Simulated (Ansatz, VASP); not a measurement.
Ti2BeH6: VASP beside Ansatz

File INCAR:

```
PREC = Accurate
ENCUT = 520
EDIFF = 1E-7
ISMEAR = 0
SIGMA = 0.1
LREAL = F
LASPH = T
NELM = 80
ALGO = Normal
ISIF = 2
LWAVE = F
LCHARG = F
GGA = PE
NBANDS = 26
```

Contents of KPOINTS:

```
regular mesh
0
Gamma
  4 4 4
```

File POSCAR:

```
Ti2BeH6
1.0
    0.0000000000      3.7797944900      3.7797944900
    3.7797944900      0.0000000000      3.7797944900
    3.7797944900      3.7797944900      0.0000000000
Ti Be H
2 1 6
Direct
    0.2500000000      0.2500000000      0.2500000000
    0.7500000000      0.7500000000      0.7500000000
    0.0000000000      0.0000000000      0.0000000000
    0.7500000000      0.2500000000      0.2500000000
    0.2500000000      0.7500000000      0.7500000000
    0.2500000000      0.7500000000      0.2500000000
    0.7500000000      0.2500000000      0.7500000000
    0.2500000000      0.2500000000      0.7500000000
    0.7500000000      0.7500000000      0.2500000000
```

Input for Ansatz:

```yaml
crystal:
  lattice:
    - [0.0, 3.77979449, 3.77979449]
    - [3.77979449, 0.0, 3.77979449]
    - [3.77979449, 3.77979449, 0.0]
  atoms:
    - { symbol: Ti, position: [0.25, 0.25, 0.25] }
    - { symbol: Ti, position: [0.75, 0.75, 0.75] }
    - { symbol: Be, position: [0.0, 0.0, 0.0] }
    - { symbol: H, position: [0.75, 0.25, 0.25] }
    - { symbol: H, position: [0.25, 0.75, 0.75] }
    - { symbol: H, position: [0.25, 0.75, 0.25] }
    - { symbol: H, position: [0.75, 0.25, 0.75] }
    - { symbol: H, position: [0.25, 0.25, 0.75] }
    - { symbol: H, position: [0.75, 0.75, 0.25] }
basis:
  ecutwfc: 420
kpoints:
  mp_grid: { grid: [4, 4, 4] }
hamiltonian:
  xc: pbe
scf:
  occupations: { method: gaussian, width: 0.1 }
  lower_state_search: "off"
output:
  forces: true
  stress: true
  eigenvalues: true
```

Change from the starting cell: ordered vacancies on the cation sites of perovskite (Fm-3m, No. 225).

Alike in both runs: task single point; functional PBE; k mesh 4 × 4 × 4; occupations gaussian, width 0.1 eV; no spin polarisation.

|  | VASP | Ansatz |
| --- | --- | --- |
| version | VASP 6.6.1 | Ansatz 0.2.0 |
| potentials or method | VASP PAW PBE potentials, release 64 (Ti_sv, Be, H) | scalar-relativistic, plane waves, PAW |
| plane-wave cutoff (eV) | 520 | 420 |
| valence electrons in the cell | 32 | 32 |

```tsv
	VASP	Ansatz	Ansatz less VASP
gap on the k mesh at the Fermi level (eV)	none	none	-
pressure (GPa)	-24.3	-24.3	+0.06
rms of the force components (eV/Å)	0.305	0.305	0.0000
```

A gap of «none» marks a metal or a gap that the smearing closes. With one functional, cell and mesh, what is left measures potentials, basis and numerics.

Caveats: so large a pressure means that the cell lies far from this level's equilibrium, or that cutoff or potentials fall short (VASP).
